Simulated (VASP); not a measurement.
Consider the following.

```yaml
crystal:
  lattice:
    - [1.59500, -2.76262, 0.00000]
    - [1.59500, 2.76262, 0.00000]
    - [0.00000, 0.00000, 5.19000]
  atoms:
    - { symbol: Ga, position: [0.66667, 0.33333, 0.50000] }
    - { symbol: Ga, position: [0.33333, 0.66667, 0.00000] }
    - { symbol: N, position: [0.66667, 0.33333, 0.87700] }
    - { symbol: N, position: [0.33333, 0.66667, 0.37700] }
```

All values below come from PBE GGA, VASP's PBE PAW potentials (set 64) (plane waves; VASP 6.6.1). Run with 800 eV cut-off, 9×9×5 Γ-centred mesh, Gaussian smearing of 0.050 eV, potentials Ga_d N.

Problem. What does the run give for the energy per atom (σ→0), pressure, band gap (on the k-mesh) with the smallest direct gap where there is one?

Solution. 
```json
{
 "band gap (on the k-mesh)": "1.91 eV",
 "smallest direct gap (on the k-mesh)": "1.91 eV",
 "energy per atom (σ→0)": "-6.080 eV/atom",
 "pressure": "5.19 GPa"
}
```

Only differences to runs with the same potentials and settings are physical.

The compound is GaN in the wurtzite structure. The cell was not relaxed at this level. The run is one of a series of settings (ENCUT = 800 against the base run), some of them coarse on purpose.
